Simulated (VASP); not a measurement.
All values below come from PBE GGA, VASP's PBE PAW potentials (set 64) (plane waves; VASP).

A VASP calculation is set up with these files.

INCAR:
```
LCHARG  =  .False.
ALGO  =  Normal   # blocked Davidson
SYSTEM  =  Ni3Si
ENCUT  =  400
LREAL  =  .False.   # projection in real space or not
LWAVE  =  .False.
ISIF  =  2   # forces and stress, cell fixed
PREC  =  Accurate
NELM  =  100
LMAXMIX  =  4   # l cut-off of mixed one-centre charges
GGA  =  PE   # PBE
LASPH  =  .True.
EDIFF  =  1E-6
SIGMA  =  0.05   # width (eV)
NELECT  =  33.5
ISMEAR  =  0   # Gaussian
```

**KPOINTS**
```
K-points
0
G
 8 8 8
0 0 0
```

**POSCAR**
```
Ni3Si
1
    3.5802000000     0.0000000000     0.0000000000
    0.0000000000     3.5802000000     0.0000000000
    0.0000000000     0.0000000000     3.5802000000
Si Ni
1 3
Direct
  0.0000000000   0.0000000000   0.0000000000
  0.0000000000   0.5000000000   0.5000000000
  0.5000000000   0.0000000000   0.5000000000
  0.5000000000   0.5000000000   0.0000000000
```

POTCAR, in this order: Si Ni (PBE.64 set). Program: vasp_std.

The resulting files:

File OUTCAR:
```
 ion  position               nearest neighbor table
   1  0.000  0.000  0.000-   2 2.53   3 2.53   4 2.53   2 2.53   3 2.53   2 2.53   4 2.53   2 2.53
                             3 2.53   4 2.53   3 2.53   4 2.53
   2  0.000  0.500  0.500-   1 2.53   3 2.53   4 2.53   1 2.53   4 2.53   1 2.53   3 2.53   1 2.53
                             3 2.53   4 2.53   4 2.53   3 2.53
   3  0.500  0.000  0.500-   1 2.53   2 2.53   4 2.53   1 2.53   4 2.53   2 2.53   4 2.53   4 2.53
                             1 2.53   2 2.53   1 2.53   2 2.53
   4  0.500  0.500  0.000-   1 2.53   2 2.53   3 2.53   2 2.53   3 2.53   1 2.53   3 2.53   3 2.53
                             1 2.53   2 2.53   2 2.53   1 2.53
  LATTYP: Found a simple cubic cell.
 ALAT       =     3.5802000000
 Subroutine PRICEL returns:
 Original cell was already a primitive cell.
 Subroutine GETGRP returns: Found 48 space group operations
The static configuration has the point symmetry O_h .
The dynamic configuration has the point symmetry O_h .
 Subroutine INISYM returns: Found 48 space group operations
 Subroutine IBZKPT returns following result:
 Found     35 irreducible k-points:

 Following reciprocal coordinates:
            Coordinates               Weight
  0.000000  0.000000  0.000000      1.000000
  0.125000  0.000000  0.000000      6.000000
  0.250000  0.000000  0.000000      6.000000
...
```

File OSZICAR:
```
       N       E                     dE             d eps       ncg     rms          rms(c)
DAV:   1     0.164279926282E+03    0.16428E+03   -0.12566E+04  1470   0.167E+03
DAV:   2    -0.240399036575E+02   -0.18832E+03   -0.18124E+03  1470   0.331E+02
DAV:   3    -0.329173428394E+02   -0.88774E+01   -0.84062E+01  1677   0.945E+01
DAV:   4    -0.331331012767E+02   -0.21576E+00   -0.21495E+00  1713   0.131E+01
DAV:   5    -0.331412014351E+02   -0.81002E-02   -0.80983E-02  1752   0.239E+00    0.202E+01
DAV:   6    -0.343705526431E+02   -0.12294E+01   -0.78935E+01  1678   0.143E+02    0.230E+01
DAV:   7    -0.283456001195E+02    0.60250E+01   -0.21688E+01  1638   0.773E+01    0.338E+00
DAV:   8    -0.283678153189E+02   -0.22215E-01   -0.10145E+00  1516   0.647E+00    0.152E+00
DAV:   9    -0.283465917482E+02    0.21224E-01   -0.45390E-02  1944   0.307E+00    0.601E-01
DAV:  10    -0.283437047647E+02    0.28870E-02   -0.34502E-03  2095   0.485E-01    0.191E-01
DAV:  11    -0.283435666836E+02    0.13808E-03   -0.43458E-04  2040   0.236E-01    0.523E-02
DAV:  12    -0.283435565371E+02    0.10147E-04   -0.57617E-05  1590   0.885E-02    0.136E-02
DAV:  13    -0.283435584555E+02   -0.19185E-05   -0.73432E-06  1547   0.284E-02    0.728E-03
DAV:  14    -0.283435567251E+02    0.17304E-05   -0.90052E-07   850   0.159E-02    0.246E-03
DAV:  15    -0.283435565094E+02    0.21568E-06   -0.18288E-07   785   0.521E-03
   1 F= -.28343557E+02 E0= -.28339727E+02  d E =-.765825E-02
```

OUTCAR:
```
------------------------ aborting loop because EDIFF is reached ----------------------------------------
  FORCE on cell =-STRESS in cart. coord.  units (eV):
  Direction    XX          YY          ZZ          XY          YZ          ZX
  --------------------------------------------------------------------------------------
  Total      -10.3180774    -10.3180774    -10.3180774     -0.0000000     -0.0000000     -0.0000000
  in kB     -360.2363217   -360.2363217   -360.2363217     -0.0000000     -0.0000000     -0.0000000
  external PRESSURE =    -360.2363217 kB  Pullay stress =       0.0000000 kB
  volume of cell :       45.89
      direct lattice vectors                 reciprocal lattice vectors
     3.580200000  0.000000000  0.000000000     0.279314005  0.000000000  0.000000000
     0.000000000  3.580200000  0.000000000     0.000000000  0.279314005  0.000000000
     0.000000000  0.000000000  3.580200000     0.000000000  0.000000000  0.279314005
 POSITION                                       TOTAL-FORCE (eV/Angst)
 -----------------------------------------------------------------------------------
      0.00000      0.00000      0.00000         0.000000      0.000000      0.000000
      0.00000      1.79010      1.79010         0.000000      0.000000      0.000000
      1.79010      0.00000      1.79010         0.000000      0.000000      0.000000
      1.79010      1.79010      0.00000         0.000000      0.000000      0.000000
 -----------------------------------------------------------------------------------
    total drift:                                0.000000     -0.000000     -0.000000
  FREE ENERGIE OF THE ION-ELECTRON SYSTEM (eV)
  ---------------------------------------------------
  free  energy   TOTEN  =       -28.3435565094 eV

  energy  without entropy=      -28.3358982571  energy(sigma->0) =      -28.33972738
```
(Selected blocks of OUTCAR.)

The cell is charged, with a uniform compensating background.

The compound is Ni3Si in the L1_2 structure. The cell was not relaxed at this level. The run is one of a series of settings (ISMEAR = 0, NELECT = 33.5, SIGMA = 0.05 against the base run), some of them coarse on purpose. The run is not spin-polarised, so no magnetic state was tried.
